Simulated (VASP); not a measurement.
An input for Quantum ESPRESSO's pw.x (written as the equivalent of a VASP run, and not itself run):

```
&CONTROL
  calculation = 'scf'
  pseudo_dir = './pseudo'
  outdir = './out'
  tprnfor = .true.
  tstress = .true.
/
&SYSTEM
  ibrav = 0
  nat = 3
  ntyp = 2
  ecutwfc = 84
  occupations = 'smearing'
  smearing = 'methfessel-paxton'
  degauss = 0.00735
  input_dft = 'pbe'
/
&ELECTRONS
  conv_thr = 7.3e-08
  electron_maxstep = 100
/
ATOMIC_SPECIES
  Al 26.982 Al.upf
  Pt 195.084 Pt.upf
CELL_PARAMETERS angstrom
     0.0000000    3.0347510    2.9283470
     3.0015010    0.0000000    2.9283470
     3.0015010    3.0347510    0.0000000
ATOMIC_POSITIONS crystal
  Al   0.2500000  0.2500000  0.2500000
  Al   0.7500000  0.7500000  0.7500000
  Pt  -0.0150700  0.0150700  0.0150700
K_POINTS automatic
  8 8 8 0 0 0
```

### Question
Translate this input to VASP (INCAR, KPOINTS, POSCAR, choice of POTCAR).

### Answer
Several could match; the one computed here: 
File KPOINTS:
```
Automatic mesh
0
Gamma
8 8 8
0 0 0
```

INCAR:
```
ALGO = Normal
EDIFF = 1E-6
ENCUT = 400
GGA = PE
ISIF = 2
ISMEAR = 1
LASPH = .True.
LCHARG = .False.
LMAXMIX = 6
LREAL = Auto
LWAVE = .False.
NELM = 100
PREC = Accurate
SIGMA = 0.1
SYSTEM = PtAl2
```

POSCAR:
```
PtAl2
1
    0.0000000000     3.0347510000     2.9283470000
    3.0015010000     0.0000000000     2.9283470000
    3.0015010000     3.0347510000     0.0000000000
Al Pt
2 1
Direct
  0.2500000000   0.2500000000   0.2500000000
  0.7500000000   0.7500000000   0.7500000000
 -0.0150700000   0.0150700000   0.0150700000
```

POTCAR, in this order: Al Pt (PBE.64 set). Program: vasp_std.

The two are equivalent in intent, not identical: the potentials are each code's own (VASP's PAW set, PseudoDojo norm-conserving files in pw.x), so ENCUT and ecutwfc are chosen apart and not converted; conv_thr bounds pw.x's estimated SCF error, while EDIFF bounds the energy change between steps.

The compound is PtAl2 in the fluorite structure. The cell was not relaxed at this level, atoms are displaced from their ideal sites. The run is one of a series of settings (LREAL = Auto against the base run), some of them coarse on purpose.
